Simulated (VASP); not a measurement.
Write the native input for VASP 6.6.1 that does the following.

| Item | Value |
| --- | --- |
| Task | band structure |
| Functional | TB-mBJ |
| Potentials or basis | VASP PAW PBE potentials, release 64 (Sn_d, O) |
| Cutoff | 520 eV |
| k mesh | 8 × 8 × 6 |
| Occupations | gaussian, width 0.03 eV |
| Spin | no spin polarisation |
| Further INCAR settings | ALGO = Normal; EDIFF = 1e-06; NBANDS = 28 |

The system is SnO.

```xyz
4
Lattice="3.8354 0.0000 0.0000 0.0000 3.8354 0.0000 0.0000 0.0000 4.7281" Properties=species:S:1:pos:R:3 pbc="T T T"
Sn    1.9177    0.0000    1.1629
Sn    0.0000    1.9177    3.5651
O     0.0000    0.0000    0.0000
O     1.9177    1.9177    0.0000
```

These files were run (other wordings do the same):

POSCAR

```
SnO                                     
1.0
    3.8353842621      0.0000000000      0.0000000000
    0.0000000000      3.8353842621      0.0000000000
    0.0000000000      0.0000000000      4.7280501015
  Sn              O             
     2     2
Direct
     0.5000000000000000    0.0000000000000000    0.2459635184974900
     0.0000000000000000    0.5000000000000000    0.7540364815025100
     0.0000000000000000    0.0000000000000000    0.0000000000000000
     0.5000000000000000    0.5000000000000000    0.0000000000000000
```

INCAR.step1

```
SYSTEM = SnO
ALGO = Normal
EDIFF = 1E-5
ENCUT = 520
GGA = PE
ISIF = 2
ISMEAR = 0
LASPH = .True.
LCHARG = .False.
LREAL = .False.
LWAVE = .True.
NBANDS = 28
NELM = 80
PREC = Accurate
SIGMA = 0.03
```

INCAR.step2

```
SYSTEM = SnO
ALGO = Normal
EDIFF = 1E-6
ENCUT = 520
ISIF = 2
ISMEAR = 0
ISTART = 1
LASPH = .True.
LCHARG = .False.
LREAL = .False.
LWAVE = .False.
METAGGA = MBJ
NBANDS = 28
NELM = 80
PREC = Accurate
SIGMA = 0.03
```

KPOINTS

```
k-points
0
Gamma
  8 8 6
  0 0 0
```

KPOINTS_OPT

```
explicit points
141
Reciprocal
 0.0000000000  0.0000000000  0.0000000000 1
 0.0000000000  0.0357142857  0.0000000000 1
 0.0000000000  0.0714285714  0.0000000000 1
 0.0000000000  0.1071428571  0.0000000000 1
 0.0000000000  0.1428571429  0.0000000000 1
 0.0000000000  0.1785714286  0.0000000000 1
[... 133 lines left out ...]
 0.0000000000  0.5000000000  0.0000000000 1
 0.0000000000  0.0000000000  0.5000000000 1
```

Potentials or basis: VASP PAW PBE potentials, release 64 (Sn_d, O).

The run is started by

```console
$ cat potpaw_PBE.64/Sn_d/POTCAR potpaw_PBE.64/O/POTCAR > POTCAR
$ cp INCAR.step1 INCAR
$ mpirun -np 1 vasp_std > vasp.out
$ cp INCAR.step2 INCAR
$ mpirun -np 1 vasp_std > vasp.out
```

Results of the run:

```
Band gap on the k mesh  : 0.08 eV, indirect (least direct gap 2.22 eV)
Band gap along the path : 0.08 eV, indirect (least direct gap 2.22 eV)
```

Caveat: spin-orbit coupling is left out, which moves the levels of the heavy elements.

It took 5.3 min on 1 thread of Intel(R) Xeon(R) 6975P-C (Granite Rapids), on a shared host, peak memory 0.28 GiB.
